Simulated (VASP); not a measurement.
# Ca2W (P4/mmm) in VASP: single point with PBE

Aim: the single point of Ca2W with PBE.

Everything below comes from runs of VASP 6.6.1. Logs are shortened: lines on timing, memory, paths and dates and some standing lists are left out, and cuts for length are marked.

### 1 The cell of the first run

The structure is tetragonal, space group P4/mmm (No. 123). Conventional cell: a = 4.065 Å, b = 4.065 Å, c = 4.727 Å, α = 90.00°, β = 90.00°, γ = 90.00°. Ca (site symmetry 4/mmm) is surrounded by 4 W at 2.87 Å. Ca (site symmetry 4/mmm) has 2 W at 2.36 Å as nearest neighbours. Around W (site symmetry 4/mmm) lie 2 Ca at 2.36 Å.

The cell was built by a generator and needn't be a form met in nature.

### 2 Single point, PBE (random cell by space group and Wyckoff sites (P4/mmm, No. 123))

INCAR reads:

```
SYSTEM = Ca2W
PREC     = Accurate       ! precision mode
ENCUT    = 520            ! plane-wave cutoff, eV
EDIFF    = 1E-6           ! SCF threshold, eV
ISMEAR   = 0              ! smearing method
SIGMA    = 0.1            ! smearing width, eV
LREAL    = .FALSE.        ! projectors in reciprocal space
LASPH    = .TRUE.         ! aspherical terms in the spheres
NELM     = 80             ! most SCF steps
ALGO     = Fast           ! electronic algorithm
ISIF     = 2              ! what is computed and relaxed
LWAVE    = .FALSE.        ! write WAVECAR
LCHARG   = .TRUE.         ! write CHGCAR
GGA      = PE             ! functional
LELF     = .TRUE.         ! ELF
LVHAR    = .TRUE.       
NBANDS   = 24             ! bands
```

KPOINTS reads:

```
regular mesh
0
G
  4 4 4
  0 0 0
```

POSCAR reads:

```
Ca2W
1.0
    4.0649673500      0.0000000000      0.0000000000
    0.0000000000      4.0649673500      0.0000000000
    0.0000000000      0.0000000000      4.7270296200
Ca W
2 1
Direct
    0.0000000000      0.0000000000      0.5000000000
    0.5000000000      0.5000000000      0.0000000000
    0.5000000000      0.5000000000      0.5000000000
```

Potentials or basis: VASP PAW PBE potentials, release 64 (Ca_sv, W_sv).

The run is started by

```console
cat potpaw_PBE.64/Ca_sv/POTCAR potpaw_PBE.64/W_sv/POTCAR > POTCAR
mpirun -np 1 vasp_std > vasp.out
```

OUTCAR:

```text
SYSTEM = Ca2W
   PREC = Accurate
   ENCUT = 520
   EDIFF = 1E-6
   ISMEAR = 0
   LREAL = .FALSE.
   LASPH = .TRUE.
   NELM = 80
   ISIF = 2
   GGA = PE

 ion  position               nearest neighbor table
   1  0.000  0.000  0.500-   3 2.87   3 2.87   3 2.87   3 2.87
   2  0.500  0.500  0.000-   3 2.36   3 2.36
   3  0.500  0.500  0.500-   2 2.36   2 2.36   1 2.87   1 2.87   1 2.87   1 2.87

  LATTYP: Found a simple tetragonal cell.
 ALAT       =     4.0649673500
 C/A-ratio  =     1.1628702553

  Lattice vectors:

 A1 = (   4.0649673500,   0.0000000000,   0.0000000000)
 A2 = (   0.0000000000,   4.0649673500,   0.0000000000)
 A3 = (   0.0000000000,   0.0000000000,   4.7270296200)

Analysis of symmetry for initial positions (statically):
=====================================================================
 Subroutine PRICEL returns:
 Original cell was already a primitive cell.

 Routine SETGRP: Setting up the symmetry group for a
 simple tetragonal supercell.

 Subroutine GETGRP returns: Found 16 space group operations
 (whereof 16 operations were pure point group operations)
 out of a pool of 16 trial point group operations.

The static configuration has the point symmetry D_4h.

Analysis of symmetry for dynamics (positions and initial velocities):
=====================================================================
 Subroutine PRICEL returns:
 Original cell was already a primitive cell.

 Routine SETGRP: Setting up the symmetry group for a
 simple tetragonal supercell.

 Subroutine GETGRP returns: Found 16 space group operations
 (whereof 16 operations were pure point group operations)
 out of a pool of 16 trial point group operations.

The dynamic configuration has the point symmetry D_4h.

 Subroutine INISYM returns: Found 16 space group operations
 (whereof 16 operations are pure point group operations),
 and found     1 'primitive' translations

----------------------------------------------------------------------------------------

                                     Primitive cell

  volume of cell :      78.1092

  direct lattice vectors                    reciprocal lattice vectors
     4.064967350  0.000000000  0.000000000     0.246004436  0.000000000  0.000000000
     0.000000000  4.064967350  0.000000000     0.000000000  0.246004436  0.000000000
     0.000000000  0.000000000  4.727029620     0.000000000  0.000000000  0.211549341

  length of vectors
     4.064967350  4.064967350  4.727029620     0.246004436  0.246004436  0.211549341

  position of ions in fractional coordinates (direct lattice)
     0.000000000  0.000000000  0.500000000
     0.500000000  0.500000000  0.000000000
     0.500000000  0.500000000  0.500000000

  ion indices of the primitive-cell ions
   primitive index   ion index
                 1           1
                 2           2
                 3           3

----------------------------------------------------------------------------------------

 KPOINTS: regular mesh

Automatic generation of k-mesh.
 Grid dimensions read from file:
 generate k-points for:    4    4    4

 Generating k-lattice:

  Cartesian coordinates                     Fractional coordinates (reciprocal lattice)
     0.061501109  0.000000000  0.000000000     0.250000000  0.000000000  0.000000000
     0.000000000  0.061501109  0.000000000     0.000000000  0.250000000  0.000000000
     0.000000000  0.000000000  0.052887335     0.000000000  0.000000000  0.250000000

  Length of vectors
     0.061501109  0.061501109  0.052887335

  Shift w.r.t. Gamma in fractional coordinates (k-lattice)
     0.000000000  0.000000000  0.000000000

 Subroutine IBZKPT returns following result:
 ===========================================

 Found     18 irreducible k-points:

 Following reciprocal coordinates:
            Coordinates               Weight
  0.000000  0.000000  0.000000      1.000000
  0.250000  0.000000  0.000000      4.000000
  0.500000  0.000000  0.000000      2.000000
  0.250000  0.250000  0.000000      4.000000
  0.500000  0.250000  0.000000      4.000000
  0.500000  0.500000  0.000000      1.000000
[... 10 lines left out ...]
  0.500000  0.250000  0.500000      4.000000
  0.500000  0.500000  0.500000      1.000000
   k-points           NKPTS =     18   k-points in BZ     NKDIM =     18   number of bands    NBANDS=     24
   number of dos      NEDOS =    301   number of ions     NIONS =      3
   total plane-waves  NPLWV =  32400
   dimension x,y,z NGX =    30 NGY =   30 NGZ =   36
   dimension x,y,z NGXF=    60 NGYF=   60 NGZF=   72
   ions per type =               2   1
   NGX,Y,Z   is equivalent  to a cutoff of  12.27, 12.27, 12.66 a.u.
   NGXF,Y,Z  is equivalent  to a cutoff of  24.54, 24.54, 25.32 a.u.
 SYSTEM =  Ca2W
   PREC   = accura    normal or accurate (medium, high low for compatibility)
   ISTART =      0    job   : 0-new  1-cont  2-samecut
   ICHARG =      2    charge: 1-file 2-atom 10-const
   ISPIN  =      1    spin polarized calculation?
   LNONCOLLINEAR =      F non collinear calculations
   LSORBIT =      F    spin-orbit coupling
   LASPH  =      T    aspherical Exc in radial PAW
   ENCUT  =  520.0 eV  38.22 Ry    6.18 a.u.   7.56  7.56  8.79*2*pi/ulx,y,z
   NELM   =     80;   NELMIN=  2; NELMDL= -5     # of ELM steps
   EDIFF  = 0.1E-05   stopping-criterion for ELM
   LREAL  =      F    real-space projection
   EDIFFG = 0.1E-04   stopping-criterion for IOM
   NSW    =      0    number of steps for IOM
   IBRION =     -1    ionic relax: 0-MD 1-quasi-New 2-CG
   NFREE  =      0    steps in history (QN), initial steepest desc. (CG)
   ISIF   =      2    stress and relaxation
   ISYM   =      2    0-nonsym 1-usesym 2-fastsym
   POTIM  = 0.5000    time-step for ionic-motion
   TEBEG  =    0.0;   TEEND  =   0.0 temperature during run
   PSTRESS=    0.0 pullay stress
   NELECT =      34.0000    total number of electrons
   NUPDOWN=      -1.0000    fix difference up-down
   EMIN   =  10.00;   EMAX   =-10.00  energy-range for DOS
   EFERMI =   0.00;   METHOD = LEGACY
   ISMEAR =     0;   SIGMA  =   0.10  broadening in eV -4-tet -1-fermi 0-gaus
   EFERMI_NEDOS =   21; number of points for ismear=-14 and -15
   IALGO  =     68    algorithm
   IMIX   =      4    mixing-type and parameters
     AMIX     =   0.40;   BMIX     =  1.00
     AMIX_MAG =   1.60;   BMIX_MAG =  1.00
  volume/ion in A,a.u.               =      26.04       175.70
  Fermi-wavevector in a.u.,A,eV,Ry     =   1.240701  2.344584 20.943964  1.539338
  Thomas-Fermi vector in A             =   2.375130
   LORBIT       =      0    0 simple, 1 ext, 2 COOP (PROOUT), +10 PAW based schemes
   GGA     = PE    functional components
   LHFCALC =     F    Hartree Fock is set to
   AEXX    =    0.0000 exact exchange contribution
   IVDW    =     0    specifies the selected vdW correction
   LEPSILON=     F    determine dielectric tensor
   LRPA    =     F    only Hartree local field effects (RPA)
 non-spin polarized calculation
 RMM-DIIS sequential band-by-band and
 Gauss-broadening in eV      SIGMA  =   0.10
  energy-cutoff  :      520.00
  volume of cell :       78.11
 maximum number of plane-waves:      2129
   NGX = 15   NGY = 15   NGZ = 17

 number of electron      34.0000002 magnetization

 Free energy of the ion-electron system (eV)
  ---------------------------------------------------
  ext. energy  EPLUGINS =         0.00000000
  ---------------------------------------------------
  free energy    TOTEN  =       -10.82889115 eV

  energy without entropy =      -10.81188738  energy(sigma->0) =      -10.82038926

 E-fermi :   3.8764     XC(G=0):  -9.5741

 val. band max:        3.8069612437   @ k =   0.2500   0.2500   0.0000
 cond. band min:       3.8881342047   @ k =   0.5000   0.2500   0.2500
 fundamental gap:      0.0811729610
 Fermi energy:         3.8763577862

 k-point     1 :       0.0000    0.0000    0.0000
  band No.  band energies     occupation
      1     -69.0789      2.00000
      2     -35.8571      2.00000
      3     -35.8195      2.00000
      4     -33.5987      2.00000
      5     -33.3978      2.00000
      6     -33.3978      2.00000
[... 16 lines left out ...]
     23       9.3619      0.00000
     24       9.4547      0.00000

 k-point     2 :       0.2500    0.0000    0.0000
  band No.  band energies     occupation
      1     -69.0788      2.00000
      2     -35.8563      2.00000
      3     -35.8255      2.00000
      4     -33.5981      2.00000
      5     -33.3964      2.00000
      6     -33.3914      2.00000
[... 16 lines left out ...]
     23       8.5256      0.00000
     24       8.9301      0.00000

 k-point     3 :       0.5000    0.0000    0.0000
  band No.  band energies     occupation
      1     -69.0787      2.00000
      2     -35.8560      2.00000
      3     -35.8311      2.00000
      4     -33.5975      2.00000
      5     -33.3950      2.00000
      6     -33.3851      2.00000
[... 16 lines left out ...]
     23       7.2342      0.00000
     24       8.5279      0.00000

 k-point     4 :       0.2500    0.2500    0.0000
  band No.  band energies     occupation
      1     -69.0787      2.00000
      2     -35.8518      2.00000
      3     -35.8270      2.00000
      4     -33.5976      2.00000
      5     -33.4041      2.00000
      6     -33.3901      2.00000
[... 16 lines left out ...]
     23       8.1604      0.00000
     24       8.9223      0.00000

 k-point     5 :       0.5000    0.2500    0.0000
  band No.  band energies     occupation
      1     -69.0786      2.00000
      2     -35.8462      2.00000
      3     -35.8296      2.00000
      4     -33.5970      2.00000
      5     -33.4028      2.00000
      6     -33.3977      2.00000
[... 16 lines left out ...]
     23       8.7592      0.00000
     24       8.9032      0.00000

 k-point     6 :       0.5000    0.5000    0.0000
  band No.  band energies     occupation
      1     -69.0786      2.00000
      2     -35.8363      2.00000
      3     -35.8281      2.00000
      4     -33.5965      2.00000
      5     -33.4105      2.00000
      6     -33.4105      2.00000
[... 16 lines left out ...]
     23       9.3378      0.00000
     24       9.6173      0.00000
[... 217 lines left out ...]
 k-point    15 :       0.5000    0.0000    0.5000
  band No.  band energies     occupation
      1     -69.0790      2.00000
      2     -36.0826      2.00000
      3     -35.8556      2.00000
      4     -33.3941      2.00000
      5     -33.3841      2.00000
      6     -33.2068      2.00000
[... 16 lines left out ...]
     23       6.9918      0.00000
     24       8.1076      0.00000

 k-point    16 :       0.2500    0.2500    0.5000
  band No.  band energies     occupation
      1     -69.0790      2.00000
      2     -36.0826      2.00000
      3     -35.8473      2.00000
      4     -33.4031      2.00000
      5     -33.3891      2.00000
      6     -33.2068      2.00000
[... 16 lines left out ...]
     23       7.3223      0.00000
     24       8.5428      0.00000

 k-point    17 :       0.5000    0.2500    0.5000
  band No.  band energies     occupation
      1     -69.0789      2.00000
      2     -36.0810      2.00000
      3     -35.8458      2.00000
      4     -33.4018      2.00000
      5     -33.3967      2.00000
      6     -33.2064      2.00000
[... 16 lines left out ...]
     23       8.3763      0.00000
     24       8.5157      0.00000

 k-point    18 :       0.5000    0.5000    0.5000
  band No.  band energies     occupation
      1     -69.0788      2.00000
      2     -36.0795      2.00000
      3     -35.8360      2.00000
      4     -33.4095      2.00000
      5     -33.4095      2.00000
      6     -33.2061      2.00000
[... 16 lines left out ...]
     23       8.3299      0.00000
     24       8.3309      0.00000

------------------------ aborting loop because EDIFF is reached ----------------------------------------

  FORCE on cell =-STRESS in cart. coord.  units (eV):
  Direction    XX          YY          ZZ          XY          YZ          ZX
  --------------------------------------------------------------------------------------
  -------------------------------------------------------------------------------------
  Total        1.7145959      1.7145959     14.0564671      0.0000000      0.0000000      0.0000000
  in kB       35.1698018     35.1698018    288.3263380      0.0000000      0.0000000      0.0000000
  external PRESSURE =     119.5553139 kB  Pullay stress =       0.0000000 kB

 VOLUME and BASIS-vectors are now :
 -----------------------------------------------------------------------------
  energy-cutoff  :      520.00
  volume of cell :       78.11
      direct lattice vectors                 reciprocal lattice vectors
     4.064967350  0.000000000  0.000000000     0.246004436  0.000000000  0.000000000
     0.000000000  4.064967350  0.000000000     0.000000000  0.246004436  0.000000000
     0.000000000  0.000000000  4.727029620     0.000000000  0.000000000  0.211549341

 POSITION                                       TOTAL-FORCE (eV/Angst)
 -----------------------------------------------------------------------------------
      0.00000      0.00000      2.36351         0.000000      0.000000      0.000000
      2.03248      2.03248      0.00000         0.000000      0.000000      0.000000
      2.03248      2.03248      2.36351         0.000000      0.000000      0.000000
 -----------------------------------------------------------------------------------
    total drift:                                0.000000      0.000000     -0.000000

  FREE ENERGIE OF THE ION-ELECTRON SYSTEM (eV)
  ---------------------------------------------------
  free  energy   TOTEN  =       -10.8288911492 eV

  energy  without entropy=      -10.8118873766  energy(sigma->0) =      -10.82038926
```

Run time: 28 s. Hardware: 1 thread of AMD EPYC 9R45 (Zen 5), shared host; peak memory 0.16 GiB.

Results:

```yaml
Free_energy: -10.8289 eV
Pressure: 12.0 GPa
Band_gap_on_the_k_mesh: none (metal or under the smearing width)
```

Levels at points of the mesh, in eV from the Fermi level:
```
           k point  band 15  band 16  band 17  band 18  band 19  band 20
(0.00, 0.00, 0.00)    -1.27    -1.05    -1.05    -0.67     0.40     3.11
(0.50, 0.00, 0.00)    -1.21    -1.06    -0.79     0.37     1.19     2.38
(0.50, 0.50, 0.00)    -1.74    -1.27    -0.60     0.95     0.95     1.34
(0.00, 0.00, 0.50)    -1.51    -0.58     0.11     0.11     1.92     2.59
(0.50, 0.00, 0.50)    -0.68    -0.17     0.52     0.58     1.34     2.24
(0.50, 0.50, 0.50)    -0.75    -0.70     0.85     0.85     1.35     1.57
```

Caveat: the k mesh is coarse (spacing up to 0.39 Å⁻¹), so the values aren't converged. Spin-orbit coupling is left out, which matters for the levels of W.
